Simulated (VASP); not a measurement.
Input for VASP

File KPOINTS:
```
Automatic mesh
0
Gamma
2 2 2
0 0 0
```

**INCAR**
```
SYSTEM = MoSi2
PREC = Accurate
ENCUT = 400
EDIFF = 1E-6
NELM = 25
ALGO = VeryFast
LREAL = .FALSE.
LASPH = .TRUE.
ISMEAR = 1
SIGMA = 0.1
GGA = PE
LMAXMIX = 4
LWAVE = .FALSE.
LCHARG = .FALSE.
ISIF = 2
HFSCREEN = 0.2
AEXX = 0.25
LHFCALC = .TRUE.
PRECFOCK = Fast
ISYM = 3
```

**POSCAR**
```
MoSi2
1
   -1.6371000000     1.6371000000     4.0035000000
    1.6371000000    -1.6371000000     4.0035000000
    1.6371000000     1.6371000000    -4.0035000000
Si Mo
2 1
Direct
  0.6650000000   0.6650000000   0.0000000000
  0.3350000000   0.3350000000   0.0000000000
  0.0000000000   0.0000000000   0.0000000000
```

POTCAR, in this order: Si Mo_sv (PBE.64 set). Program: vasp_std.

Output of the run:

### standard output
```
 POSCAR found type information on POSCAR SiMo
 POSCAR found :  2 types and       3 ions
 Reading from existing POTCAR
 Reading from existing POTCAR
 LDA part: xc-table for (Slater+PW92), standard interpolation
 POSCAR, INCAR and KPOINTS ok, starting setup
 WAVECAR not read
 entering main loop
       N       E                     dE             d eps       ncg     rms          rms(c)
RMM:   1    -0.764837681511E+03   -0.76484E+03   -0.74075E+03    60   0.983E+02
RMM:   2    -0.101966582984E+04   -0.25483E+03   -0.27754E+03    60   0.295E+02
RMM:   3    -0.989213735838E+03    0.30452E+02   -0.51619E+02    60   0.157E+02
RMM:   4    -0.992984139618E+03   -0.37704E+01   -0.91246E+01    60   0.607E+01
RMM:   5    -0.995892357060E+03   -0.29082E+01   -0.54838E+01    60   0.393E+01
RMM:   6    -0.996517481452E+03   -0.62512E+00   -0.13786E+01    60   0.205E+01
RMM:   7    -0.996750697602E+03   -0.23322E+00   -0.65163E+00    60   0.153E+01
RMM:   8    -0.996930227341E+03   -0.17953E+00   -0.41239E+00    60   0.104E+01
RMM:   9    -0.996904807511E+03    0.25420E-01   -0.32554E+00   185   0.122E+01
RMM:  10    -0.996884794952E+03    0.20013E-01   -0.95449E-01   186   0.507E+00
RMM:  11    -0.996920813918E+03   -0.36019E-01   -0.71804E-01   187   0.478E+00
RMM:  12    -0.996936498684E+03   -0.15685E-01   -0.59662E-01   191   0.446E+00    0.128E+01
RMM:  13     0.769606200085E+02    0.10739E+04   -0.10188E+01   218   0.283E+01    0.198E+01
RMM:  14     0.769328876214E+02   -0.27732E-01   -0.41538E+00   208   0.129E+01    0.473E+00
RMM:  15     0.777619095722E+02    0.82902E+00   -0.66990E-01   179   0.525E+00    0.244E+00
RMM:  16     0.778029024533E+02    0.40993E-01   -0.64491E-01   182   0.472E+00    0.125E+00
RMM:  17     0.777906794244E+02   -0.12223E-01   -0.63210E-01   189   0.471E+00    0.637E-01
RMM:  18     0.777895461269E+02   -0.11333E-02   -0.61403E-01   186   0.458E+00    0.312E-01
RMM:  19     0.777935372533E+02    0.39911E-02   -0.61330E-01   189   0.465E+00    0.165E-01
RMM:  20     0.777908329246E+02   -0.27043E-02   -0.61174E-01   191   0.454E+00    0.917E-02
RMM:  21     0.777943381008E+02    0.35052E-02   -0.61610E-01   196   0.465E+00    0.468E-02
RMM:  22     0.777904364482E+02   -0.39017E-02   -0.61215E-01   196   0.454E+00    0.447E-02
RMM:  23     0.777946173219E+02    0.41809E-02   -0.61380E-01   198   0.462E+00    0.255E-02
RMM:  24     0.777905108264E+02   -0.41065E-02   -0.61228E-01   197   0.452E+00    0.411E-02
RMM:  25     0.777961451557E+02    0.56343E-02   -0.61269E-01   199   0.463E+00

 -----------------------------------------------------------------------------
|                                                                             |
|           W    W    AA    RRRRR   N    N  II  N    N   GGGG   !!!           |
|           W    W   A  A   R    R  NN   N  II  NN   N  G    G  !!!           |
|           W    W  A    A  R    R  N N  N  II  N N  N  G       !!!           |
|           W WW W  AAAAAA  RRRRR   N  N N  II  N  N N  G  GGG   !            |
|           WW  WW  A    A  R   R   N   NN  II  N   NN  G    G                |
|           W    W  A    A  R    R  N    N  II  N    N   GGGG   !!!           |
|                                                                             |
|     The electronic self-consistency was not achieved in the given           |
|     number of steps (NELM). The forces and other quantities evaluated       |
|     might not be reliable so examine the results carefully. If you find     |
|     spurious results, we suggest increasing NELM, if you were close to      |
|     convergence or switching to a different ALGO or adjusting the           |
|     density mixing parameters otherwise.                                    |
|                                                                             |
 -----------------------------------------------------------------------------

   1 F= 0.77796145E+02 E0= 0.77794716E+02  d E =0.428624E-02
```

### OUTCAR
```
------------------------ aborting loop EDIFF was not reached (unconverged)  ----------------------------
  FORCE on cell =-STRESS in cart. coord.  units (eV):
  Direction    XX          YY          ZZ          XY          YZ          ZX
  --------------------------------------------------------------------------------------
  Total      -54.8134224    -54.8134224    -57.9006900      0.0000000      0.0000000      0.0000000
  in kB    -2046.1961348  -2046.1961348  -2161.4444594      0.0000000      0.0000000      0.0000000
  external PRESSURE =   -2084.6122430 kB  Pullay stress =       0.0000000 kB
  volume of cell :       42.92
      direct lattice vectors                 reciprocal lattice vectors
    -1.637100000  1.637100000  4.003500000     0.000000000  0.305418117  0.124890721
     1.637100000 -1.637100000  4.003500000     0.305418117  0.000000000  0.124890721
     1.637100000  1.637100000 -4.003500000     0.305418117  0.305418117  0.000000000
 POSITION                                       TOTAL-FORCE (eV/Angst)
 -----------------------------------------------------------------------------------
      0.00000      0.00000      5.32465        -0.000000     -0.000000      0.452198
      0.00000      0.00000      2.68235        -0.000000      0.000000     -0.452198
      0.00000      0.00000      0.00000         0.000000      0.000000      0.000000
 -----------------------------------------------------------------------------------
    total drift:                               -0.058115     -0.028154      0.050243
  FREE ENERGIE OF THE ION-ELECTRON SYSTEM (eV)
  ---------------------------------------------------
  free  energy   TOTEN  =        77.7961451557 eV

  energy  without entropy=       77.7918589116  energy(sigma->0) =       77.79471641

  exchange ACFDT corr.  =         0.00483375  see jH, gK, PRB 81, 115126
```
(Selected blocks of OUTCAR.)

### Question
From input and log, find the fault in this run and mend it.

### Answer
The cause: a hybrid functional was run with ALGO = VeryFast. The run did not converge; its last values are not results. Against the sound run, the energy per atom (σ→0) rises by 34.993 eV/atom; the pressure falls by 193.65 GPa; the largest force goes up by 0.326 eV/Å. To mend it, set ALGO = Normal.

The mended run (HSE06 screened hybrid, plane waves, VASP's PBE PAW potentials (set 64)) converges, and its OSZICAR ends with
```
   1 F= -.27181878E+02 E0= -.27183643E+02  d E =0.529324E-02
```

The compound is MoSi2 in the MoSi2 type structure. The cell was not relaxed at this level.
